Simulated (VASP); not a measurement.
Consider the following.

```yaml
crystal:
  lattice:
    - [0.00000, 1.75983, 1.75983]
    - [1.75983, 0.00000, 1.75983]
    - [1.75983, 1.75983, 0.00000]
  atoms:
    - { symbol: Cu, position: [0.00000, 0.00000, 0.00000] }
```

All values below come from LDA (Ceperley-Alder, Perdew-Zunger), VASP's LDA PAW potentials (set 64) (plane waves; VASP). Run with 400 eV cut-off, 16×16×16 Γ-centred mesh, first-order Methfessel-Paxton smearing of 0.10 eV, potentials Cu.

Q: Predict the energy per atom (σ→0), band gap (on the k-mesh) with the smallest direct gap where there is one.

A: 
```json
{
  "band gap (on the k-mesh)": "none (metal, semimetal or under 0.01 eV)",
  "energy per atom (σ→0)": "-4.710 eV/atom"
}
```

The compound is Cu in the fcc structure. It was relaxed first, which changed the volume by -7 %. The start is the result of an earlier pass.
